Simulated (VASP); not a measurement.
Here is the system:

```xyz
1
Lattice="3.0196 0.0000 0.0000 0.0000 3.0196 0.0000 0.0000 0.0000 3.0196" Properties=species:S:1:pos:R:3 pbc="T T T"
Hg     0.0000     0.0000     0.0000
```

Computed with r2SCAN meta-GGA, VASP's PBE PAW potentials (set 64) (plane waves; VASP). Numerical set-up: 400 eV cut-off, 14×14×14 Γ-centred mesh, tetrahedra with Blöchl corrections, potentials Hg.

Unless said otherwise, spin-orbit coupling is left out, though it shifts the bands of the heavy elements here.

### Question
Tabulate the total density of states (states/eV per cell) against energy (eV; zero at the valence-band maximum or, without a gap, the Fermi level).

### Answer

| E (eV) | DOS (states/eV) |
|---|---|
| -9.97 | 0.00 |
| -9.77 | 0.00 |
| -9.66 | 0.00 |
| -9.46 | 0.00 |
| -9.26 | 0.00 |
| -9.15 | 0.00 |
| -8.95 | 0.00 |
| -8.74 | 0.00 |
| -8.64 | 0.00 |
| -8.43 | 0.11 |
| -8.23 | 2.28 |
| -8.12 | 3.27 |
| -7.92 | 5.23 |
| -7.71 | 4.94 |
| -7.61 | 4.96 |
| -7.41 | 4.58 |
| -7.20 | 6.49 |
| -7.10 | 6.64 |
| -6.89 | 6.37 |
| -6.69 | 4.30 |
| -6.58 | 5.77 |
| -6.38 | 3.98 |
| -6.28 | 1.79 |
| -6.07 | 1.21 |
| -5.87 | 1.22 |
| -5.76 | 0.82 |
| -5.56 | 0.22 |
| -5.35 | 0.23 |
| -5.25 | 0.23 |
| -5.04 | 0.24 |
| -4.84 | 0.25 |
| -4.74 | 0.25 |
| -4.53 | 0.26 |
| -4.33 | 0.27 |
| -4.22 | 0.28 |
| -4.02 | 0.29 |
| -3.81 | 0.31 |
| -3.71 | 0.32 |
| -3.50 | 0.35 |
| -3.30 | 0.38 |
| -3.20 | 0.40 |
| -2.99 | 0.42 |
| -2.79 | 0.39 |
| -2.68 | 0.37 |
| -2.48 | 0.34 |
| -2.27 | 0.31 |
| -2.17 | 0.30 |
| -1.96 | 0.28 |
| -1.76 | 0.26 |
| -1.66 | 0.25 |
| -1.45 | 0.24 |
| -1.25 | 0.25 |
| -1.14 | 0.25 |
| -0.94 | 0.26 |
| -0.73 | 0.27 |
| -0.63 | 0.27 |
| -0.42 | 0.29 |
| -0.22 | 0.29 |
| -0.12 | 0.29 |
| 0.09 | 0.29 |
| 0.19 | 0.29 |
| 0.40 | 0.30 |
| 0.60 | 0.30 |
| 0.71 | 0.31 |
| 0.91 | 0.32 |
| 1.12 | 0.34 |
| 1.22 | 0.36 |
| 1.43 | 0.41 |
| 1.63 | 0.46 |
| 1.73 | 0.48 |
| 1.94 | 0.48 |
| 2.14 | 0.45 |
| 2.25 | 0.45 |
| 2.45 | 0.44 |
| 2.66 | 0.44 |
| 2.76 | 0.45 |
| 2.97 | 0.47 |
| 3.17 | 0.45 |
| 3.27 | 0.44 |
| 3.48 | 0.44 |
Within 2 eV below the Fermi level the largest weight inside VASP's projection spheres is Hg s, then Hg p.

The structure was generated: Hg was put into the simple-cubic type (Pm-3m), which need not be its known phase. It was relaxed first, which changed the volume by +5 %.
